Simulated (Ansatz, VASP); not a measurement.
# Ga2O3 (amorphous Ga2O3) in two plane-wave programs

One calculation is typed for both programs; each brings its own data sets. How far apart do they land? Of the first pair: The cell is taken from a series of runs on this material, whose earlier steps may have relaxed, scaled, displaced or heated it; both programs get it as it stands.

Calculated with Ansatz 0.2.0; plane waves, with VASP 6.6.1 beside it; single point at RPBE.

**1. The starting structure**

The cell holds 100 atoms: 40 Ga and 60 O. Cell: a = 10.056 Å, b = 10.056 Å, c = 10.056 Å, α = 90.0°, β = 90.0°, γ = 90.0°. As first built, before any earlier steps moved the atoms (in the runner's words): 100 atoms (40 Fe, 60 O) placed at random at 4.44 g/cm^3, melted at 5000 K for 10 ps at fixed volume with the Morse and Coulomb pair potential with partial charges (Pedone, Malavasi, Menziani, Cormack and Segre, J. Phys. Chem. B 110, 11780 (2006)). Quenched from 5000 K to 300 K at 200 K/ps and fixed volume, held 10 ps at zero pressure, then minimised at fixed cell. Then Fe was replaced by Ga and the cell scaled by 1.003 (the potential has no terms for the new elements, so the cell is a start for a DFT relaxation).

**2. VASP: single point, RPBE, pair 1**

A single point gives forces, pressure and levels at one fixed geometry, so differences don't come from the geometry; what else differs is listed under the comparison.

Lines of VASP's logs that name or quote its potential files are left out, and so is its time.

Input file INCAR:

```
SYSTEM = Ga2O3
PREC = Accurate
ENCUT = 520
EDIFF = 1E-06
NELM = 120
ISMEAR = 0
SIGMA = 0.01
LREAL = Auto
ALGO = Normal
GGA = RP
NBANDS = 512
LORBIT = 11
LWAVE = .FALSE.
LCHARG = .FALSE.
ISIF = 2
LASPH = .TRUE.
GGA_COMPAT = .FALSE.
EFERMI = MIDGAP
NCORE = 2
```

Input file POSCAR:

```
Ga2O3
1.0
   10.0557800000      0.0000000000      0.0000000000
    0.0000000000     10.0557800000      0.0000000000
    0.0000000000      0.0000000000     10.0557800000
Ga O
40 60
Direct
    0.6139600000      0.1032800000      0.0653900000
    0.8045300000      0.8640600000      0.6327800000
    0.9269100000      0.3373400000      0.6486900000
    0.5072000000      0.4896200000      0.0223000000
    0.7216700000      0.5508100000      0.7700900000
    0.9792300000      0.1158100000      0.9067800000
    0.4596500000      0.3118000000      0.8036600000
    0.3050700000      0.7379500000      0.4252200000
    0.9850900000      0.5141200000      0.0039800000
    0.1709800000      0.8347800000      0.1277400000
    0.5226600000      0.9258800000      0.6114000000
    0.6992100000      0.1075700000      0.7641600000
    0.7680800000      0.3282600000      0.9476500000
    0.7881500000      0.3619200000      0.2676000000
    0.8161700000      0.1017900000      0.4113100000
    0.0365000000      0.0633000000      0.6366200000
    0.0217400000      0.5514900000      0.3171500000
    0.5766200000      0.6533600000      0.4232600000
    0.3548500000      0.1416600000      0.5892700000
    0.3121900000      0.0609700000      0.8948500000
    0.9565500000      0.8184400000      0.8864300000
    0.2322200000      0.6059500000      0.9417500000
    0.1027400000      0.2606200000      0.1339800000
    0.7534300000      0.6638400000      0.1705400000
    0.0242400000      0.8173200000      0.4078100000
    0.2906400000      0.4406300000      0.5083000000
    0.8922200000      0.9235500000      0.1642600000
    0.2233500000      0.8494300000      0.7055100000
    0.4191700000      0.6207200000      0.6996900000
    0.0659000000      0.5908800000      0.6603700000
[... 64 atom lines left out ...]
    0.9038600000      0.5122700000      0.1784100000
    0.6524700000      0.4972500000      0.5741000000
    0.7710000000      0.2840200000      0.7414800000
    0.4228200000      0.4389700000      0.6479800000
    0.5742400000      0.9162700000      0.0277300000
    0.4184200000      0.4008400000      0.1631600000
```

Input file KPOINTS:

```
Automatic mesh
0
Gamma
1 1 1
0 0 0
```

The projector-augmented-wave data sets are Ga_d and O (PBE family, release 64).

The run is started by

```bash
$ mpirun -np 8 vasp_gam
```

Numbers of over 12 decimals in the logs are rounded to 6 here.

The program printed:

```text
[banner, memory and clock lines left out]
running    8 mpi-ranks, on    1 nodes
[...]
|                                                                             |
|               ----> ADVICE to this user running VASP <----                  |
|                                                                             |
|     You enforced a specific xc type in the INCAR file but a different       |
|     [... a line on the potential file left out ...]
|     I HOPE YOU KNOW WHAT YOU ARE DOING!                                     |
|                                                                             |

 LDA part: xc-table for (Slater+PW92), standard interpolation
 POSCAR, INCAR and KPOINTS ok, starting setup
[...]
entering main loop
       N       E                     dE             d eps       ncg     rms          rms(c)
DAV:   1     0.261710752190E+05    0.26171E+05   -0.30061E+05  1040   0.372E+03
DAV:   2     0.625872168642E+04   -0.19912E+05   -0.18938E+05  1024   0.107E+03
DAV:   3     0.344889119496E+03   -0.59138E+04   -0.55361E+04  1296   0.395E+02
DAV:   4    -0.543061737757E+03   -0.88795E+03   -0.86336E+03  1208   0.159E+02
[...]
DAV:  20    -0.534037647380E+03   -0.43117E-05   -0.48145E-05  1352   0.238E-02    0.425E-03
DAV:  21    -0.534037648957E+03   -0.15776E-05   -0.21783E-05  1072   0.190E-02    0.337E-03
DAV:  22    -0.534037648863E+03    0.93816E-07   -0.14391E-06   656   0.125E-02
   1 F= -.53403765E+03 E0= -.53403765E+03  d E =0.000000E+00
```

Parts of OUTCAR (step 2):

```text
  Total       77.6999030     58.1718429     57.6975367     -5.4531182      8.9368003    -16.9380768
  in kB      122.4288498     91.6592111     90.9118644     -8.5922756     14.0813842    -26.6886982
  external PRESSURE =     101.6666418 kB  Pullay stress =       0.0000000 kB

 POSITION                                       TOTAL-FORCE (eV/Angst)
 -----------------------------------------------------------------------------------
      6.17385      1.03856      0.65755        -0.180308      0.676299     -0.566742
      8.09018      8.68880      6.36310        -0.275210     -0.037233     -0.369562
      9.32080      3.39222      6.52308        -0.499433     -0.440807      0.296115
      5.10029      4.92351      0.22424        -0.232930     -0.472075     -0.063434
      7.25695      5.53882      7.74386        -0.203681      0.166724     -0.023094
      9.84692      1.16456      9.11838        -0.325019      0.637350      0.549678
[...]
0.76273      9.47435      2.68942         0.229005     -0.078244     -0.419286
      1.92860      1.97335      9.85929        -0.103787     -0.079436     -0.741062
      0.02625      9.75702      0.18925        -0.052998     -0.233901     -0.480654
      9.64420      2.23882      2.68027         0.625776      0.139569      0.148311
      6.99721      5.46632      3.22881         0.043253      0.569139     -0.290183
      9.60659      3.02357      0.02876         0.201121     -0.426101     -0.022202
      3.74497      9.79966      7.15881        -0.341564      0.341842      0.216637
[...]
-----------------------------------------------------------------------------------
    total drift:                               -0.028917     -0.001145      0.000817

  FREE ENERGIE OF THE ION-ELECTRON SYSTEM (eV)
  ---------------------------------------------------
  free  energy   TOTEN  =      -534.0376488634 eV

  energy  without entropy=     -534.0376488634  energy(sigma->0) =     -534.03764886

[... 3 further parts left out ...]
[key lines of the parts left out:]
E-fermi :   5.5476
```

The run ends at a pressure of 10.17 GPa, with forces up to 1.3 eV/Å.

**3. Ansatz: single point, RPBE, pair 1**

Ansatz runs on its default PAW (the set named soft_2) files.

The same cell, functional and mesh now go to Ansatz, which takes its cutoff from its data sets.

Input file input.yaml:

```yaml
crystal:
  lattice:
    - [10.05578, 0.0, 0.0]
    - [0.0, 10.05578, 0.0]
    - [0.0, 0.0, 10.05578]
  atoms:
    - { symbol: Ga, position: [0.61396, 0.10328, 0.06539] }
    - { symbol: Ga, position: [0.80453, 0.86406, 0.63278] }
    - { symbol: Ga, position: [0.92691, 0.33734, 0.64869] }
    - { symbol: Ga, position: [0.5072, 0.48962, 0.0223] }
    - { symbol: Ga, position: [0.72167, 0.55081, 0.77009] }
    - { symbol: Ga, position: [0.97923, 0.11581, 0.90678] }
    - { symbol: Ga, position: [0.45965, 0.3118, 0.80366] }
    - { symbol: Ga, position: [0.30507, 0.73795, 0.42522] }
    - { symbol: Ga, position: [0.98509, 0.51412, 0.00398] }
    - { symbol: Ga, position: [0.17098, 0.83478, 0.12774] }
    - { symbol: Ga, position: [0.52266, 0.92588, 0.6114] }
    - { symbol: Ga, position: [0.69921, 0.10757, 0.76416] }
    - { symbol: Ga, position: [0.76808, 0.32826, 0.94765] }
    - { symbol: Ga, position: [0.78815, 0.36192, 0.2676] }
    - { symbol: Ga, position: [0.81617, 0.10179, 0.41131] }
    - { symbol: Ga, position: [0.0365, 0.0633, 0.63662] }
    - { symbol: Ga, position: [0.02174, 0.55149, 0.31715] }
    - { symbol: Ga, position: [0.57662, 0.65336, 0.42326] }
    - { symbol: Ga, position: [0.35485, 0.14166, 0.58927] }
    - { symbol: Ga, position: [0.31219, 0.06097, 0.89485] }
    - { symbol: Ga, position: [0.95655, 0.81844, 0.88643] }
    - { symbol: Ga, position: [0.23222, 0.60595, 0.94175] }
    - { symbol: Ga, position: [0.10274, 0.26062, 0.13398] }
    - { symbol: Ga, position: [0.75343, 0.66384, 0.17054] }
    - { symbol: Ga, position: [0.02424, 0.81732, 0.40781] }
    - { symbol: Ga, position: [0.29064, 0.44063, 0.5083] }
    - { symbol: Ga, position: [0.89222, 0.92355, 0.16426] }
    - { symbol: Ga, position: [0.22335, 0.84943, 0.70551] }
    - { symbol: Ga, position: [0.41917, 0.62072, 0.69969] }
    - { symbol: Ga, position: [0.0659, 0.59088, 0.66037] }
[... 64 atom lines left out ...]
    - { symbol: O, position: [0.90386, 0.51227, 0.17841] }
    - { symbol: O, position: [0.65247, 0.49725, 0.5741] }
    - { symbol: O, position: [0.771, 0.28402, 0.74148] }
    - { symbol: O, position: [0.42282, 0.43897, 0.64798] }
    - { symbol: O, position: [0.57424, 0.91627, 0.02773] }
    - { symbol: O, position: [0.41842, 0.40084, 0.16316] }
kpoints:
  mp_grid: { grid: [1, 1, 1] }
hamiltonian:
  xc: rpbe
scf:
  occupations: { method: fixed }
output:
  forces: true
```

The run is started by

```bash
$ ansatz run input.yaml --threads 4 --pin off --max-ram 8192MiB --backend cpu --events-out ev --progress --plain --runs-dir out
```

The program printed:

```text
Engine: ansatz 0.2.0, aarch64-unknown-linux-gnu
Pseudopotentials: kind: paw
Pseudopotential: Ga, paw, valence charge 13, recommended cutoff 420 eV (normal), Ga.paw.azcp
Pseudopotential: O, paw, valence charge 6, recommended cutoff 420 eV (normal), O.paw.azcp
Functional definition: RPBE
  parameter kappa = 0.804
  parameter beta = 0.066725
  exchange = rpbe_x(kappa = kappa, mu = beta*pi^2/3)
  correlation = pbe_c(beta = beta)
Crystal: 100 atoms, lattice volume = 1016.828 Å³
Basis set: ecut = 420 eV, 19933 PW (Γ), exchange–correlation on 144×144×144 points (8 copies of the dense FFT grid, shifted against one another)
Bands: 540, of which v1, the nominal top of the filled ones, is band 440 counted from 1 (439 counted from 0)
Symmetry: 1 space group operations
Space group: P1 (ITA 1), of the structure as read, at distance tolerance 1.0e-4 Å
k-points: 1
Non-local potential: Ga, projectors of the file, l = 0: 2, l = 1: 2, l = 2: 3, l = 3: 1
Non-local potential: O, projectors of the file, l = 0: 2, l = 1: 2, l = 2: 1
PAW form: soft (Blöchl's): semilocal exchange-correlation on the pseudo side does not see the compensation charge
PAW frozen core: Ga, regenerated for the run's functional, and the local potential with it (the file was generated under x = pbe(κ = 0.804, μ = 0.219515), c = pbe(β = 0.066725))
PAW frozen core: O, regenerated for the run's functional, and the local potential with it (the file was generated under x = pbe(κ = 0.804, μ = 0.219515), c = pbe(β = 0.066725))
PAW one-centre angular grid: Ga, 590 points (default); XC on 64 Gauss nodes
PAW one-centre angular grid: O, 110 points (default); XC on 64 Gauss nodes
Initial density: superposition of atomic densities (neutral atoms: chi_scale 0, normalization atom), corrected by the library's trained network
Initial wavefunctions: pseudopotential atomic-orbital guess
Functional: x = rpbe, c = pbe(β = 0.066725)
SCF iter   1: F=—  HF=-185703.612877 eV  |F-HF|=—  |Δ(HF+E_count)|=         —  Δρ=6.33e-3  dr2=3.43e-1  ethr=1.77e-3  ⟨swp⟩=5.0  Hψ=1534  notcnv=0  defer=98
preconditioner: auto → Resta (q_TF=auto, 2.663 Å⁻¹)  ε∞=4.9  [insulator: Δε(μ)=1.654 eV  Ē_g=17.604 eV  n_scr=340 (ndim 8)  ℏωp=34.5 eV  f_vac=0.028  ε∞_Penn≈4.9]
SCF iter   2: F=—  HF=-185703.533460 eV  |F-HF|=—  |Δ(HF+E_count)|=   7.94e-2  Δρ=2.67e-3  dr2=4.53e-2  ethr=3.90e-5  ⟨swp⟩=2.0  Hψ=1026  notcnv=0  defer=98
SCF iter   3: F=—  HF=-185703.533347 eV  |F-HF|=—  |Δ(HF+E_count)|=   1.13e-4  Δρ=1.25e-3  dr2=1.17e-2  ethr=5.15e-6  ⟨swp⟩=2.0  Hψ=629  notcnv=0  defer=98
SCF iter   4: F=—  HF=-185703.534367 eV  |F-HF|=—  |Δ(HF+E_count)|=   1.02e-3  Δρ=3.86e-4  dr2=1.41e-3  ethr=1.33e-6  ⟨swp⟩=2.0  Hψ=835  notcnv=0  defer=98
SCF iter   5: F=—  HF=-185703.534449 eV  |F-HF|=—  |Δ(HF+E_count)|=   8.21e-5  Δρ=1.47e-4  dr2=2.01e-4  ethr=1.60e-7  ⟨swp⟩=2.0  Hψ=886  notcnv=0  defer=97
SCF iter   6: F=—  HF=-185703.534736 eV  |F-HF|=—  |Δ(HF+E_count)|=   2.87e-4  Δρ=7.48e-5  dr2=5.29e-5  ethr=2.28e-8  ⟨swp⟩=2.0  Hψ=887  notcnv=0  defer=93
SCF iter   7: F=—  HF=-185703.536281 eV  |F-HF|=—  |Δ(HF+E_count)|=   1.55e-3  Δρ=2.19e-5  dr2=5.34e-6  ethr=6.02e-9  ⟨swp⟩=2.0  Hψ=945  notcnv=0  defer=93
SCF iter   8: F=—  HF=-185703.536290 eV  |F-HF|=—  |Δ(HF+E_count)|=   8.61e-6  Δρ=9.76e-6  dr2=1.02e-6  ethr=6.07e-10  ⟨swp⟩=2.0  Hψ=887  notcnv=0  defer=93
SCF iter   9: F=—  HF=-185703.536291 eV  |F-HF|=—  |Δ(HF+E_count)|=   6.42e-7  Δρ=4.97e-6  dr2=2.30e-7  ethr=1.16e-10  ⟨swp⟩=2.0  Hψ=887  notcnv=0  defer=93
SCF iter  10: F=-185703.536291 eV  HF=-185703.536291 eV  |F-HF|=3.57e-8  |Δ(HF+E_count)|=   1.14e-7  Δρ=1.61e-6  dr2=3.36e-8  ethr=1.14e-11  ⟨swp⟩=4.0  Hψ=1773  notcnv=0
SCF 1 converged in 10 iterations: F = -185703.536291 eV  dr2 = 3.36e-8
  greatest PAW one-centre occupation: 0.998 electrons in one spin orbital (limit 2), on the Ga atom at site 31 (counted from 0), in its partial waves of l = 2
SCF converged after 10 iterations
Free energy (F): -185703.536291 eV
Harris-Foulkes:  -185703.536291 eV  (|F-HF|=3.57e-8)
Internal energy: -185703.536291 eV  (E = F + TS)
E sigma→0 (E₀):  -185703.536291 eV
Fermi energy:    9.189441 eV
--- Per-component energies (eV) ---
  E_band       = -417.427361
  E_kinetic    = 15220.709548
  E_local      = -89799.991306  (includes V_loc(G=0)·N_el)
  E_nonlocal   = 20166.953435
  E_hartree    = 40550.316946
  E_xc         = -7144.045125
  E_vxc        = -7903.626562  (∫ρ·V_xc dr)
  E_paw        = -89750.948792  (= ΣΔE_a)
  E_vpaw       = -19202.251927  (= ΣTr[D̂ρ^β])
  E_aug_tail   = 0.142313  (compensation charges beyond the density's cutoff)
  E_ewald      = -74940.456443
  E_core_change = -6.216866  (= ΣΔE_core)
  E_smearing   = -0.000000  (= −TS)
  E_closure    = -0.000000  (closes the sum)
  Σ components = -185703.536291   (vs F -185703.536291, Δ=0.00e0)
--- Forces (eV/Å), atoms counted from 1 ---
  atom   1  Ga    -0.19097412     0.68016365    -0.58756922
  atom   2  Ga    -0.27818994     0.00367038    -0.34931572
  atom   3  Ga    -0.47307337    -0.45187911     0.29035541
  atom   4  Ga    -0.26117464    -0.48316851    -0.09712532
  atom   5  Ga    -0.19666974     0.16890911    -0.03120754
  atom   6  Ga    -0.34796946     0.64981907     0.52960695
  atom   7  Ga    -0.10548108    -0.15189715     0.02388953
  atom   8  Ga    -0.40946976    -0.55674539     0.11941943
  atom   9  Ga     0.39327873    -0.60627770     0.63898148
  atom  10  Ga    -0.05361076    -0.09811801     0.65431718
  atom  11  Ga    -0.33078155    -0.29391313    -0.53585328
  atom  12  Ga     0.59925137     0.57610836     0.41384218
  atom  13  Ga     0.32485578    -0.25024725     0.44451940
  atom  14  Ga     0.03068017     0.11316967     0.36081827
  atom  15  Ga    -0.72009297     0.09805829    -0.06970097
  atom  16  Ga    -0.31823802    -0.08486369    -0.09036965
  atom  17  Ga     0.25694641    -0.12225989     0.43660874
  atom  18  Ga     0.00186566     0.29977249    -0.12455774
  atom  19  Ga     0.18313424    -0.23371819    -0.35756618
  atom  20  Ga     0.15510325     0.30115372     0.40489543
  atom  21  Ga     0.21557147    -0.47760350     0.30306167
  atom  22  Ga     0.17529016    -0.05443448    -0.48222322
  atom  23  Ga    -0.44397448     0.46718700    -0.21695848
  atom  24  Ga     0.79442956    -0.26742695     1.02829986
[...]
atom  93  O     -0.77004041    -0.24118131    -0.37153686
  atom  94  O     -0.02630197    -0.40597748    -0.11926300
  atom  95  O     -0.71394716     0.28269320    -0.47834035
  atom  96  O     -0.12284208     0.05925427     0.29448983
  atom  97  O     -0.30530210    -0.13869509     0.36846347
  atom  98  O      0.33505192     0.15868484     0.07007816
  atom  99  O     -0.23116288    -0.25771938    -0.10351948
  atom 100  O      0.19147112    -0.01643489     0.06666731
  max |Σ_I F_I| component: 1.03e-4 eV/Å
```

**4. Side by side**

Known differences besides the potentials themselves: fixed occupations in Ansatz, narrow Gaussian smearing in VASP; the cutoff is 420 eV in Ansatz and 520 eV in VASP (PREC = Accurate, projectors in real space); Ansatz makes its cores anew for this functional, VASP keeps those of its PBE data sets. Total energies have different zeros and are not compared.

Compared:

| quantity | Ansatz | VASP | difference |
| --- | --- | --- | --- |
| gap on the k mesh (eV) | 1.614 | 1.596 | +0.018 |

Forces on 9 of the 100 atoms, those with the largest forces and the largest differences (eV/Å; atoms numbered as in POSCAR):

```
atom         Ansatz x, y, z           VASP x, y, z
 Ga9   0.393, -0.606, 0.639   0.329, -0.590, 0.623
Ga22  0.175, -0.054, -0.482  0.217, -0.012, -0.500
Ga24   0.794, -0.267, 1.028   0.763, -0.261, 1.016
Ga27  -0.310, -1.065, 0.534  -0.331, -1.017, 0.533
Ga29  -0.826, 0.003, -0.381  -0.784, 0.002, -0.324
 O54    1.089, 0.067, 0.424    1.041, 0.060, 0.402
 O75  -0.700, -0.757, 0.156  -0.690, -0.752, 0.151
 O82   -0.335, 0.755, 0.616   -0.317, 0.741, 0.577
 O88  -0.172, 0.955, -0.680  -0.165, 0.932, -0.664
```

The forces differ by 20 meV/Å r.m.s., which is 5.7 % of the r.m.s. force of 0.356 eV/Å (both taken over all components). A gap on the mesh is an upper bound, since the band edges may lie between its points.

[end of part 1 of 3]

[Lines on the potential files, build, host, timing and source positions are cut from VASP's logs without a mark.]

[Logs are printed without paths, hosts, clocks, repeated set-up lines and the standing remarks that a program may print on its own settings, such as how far it seeks lower states.]

[Hosts, paths, dates, database ids (printed as entryN), source tags and the programs' standing remarks are cut or masked in the printed files.]
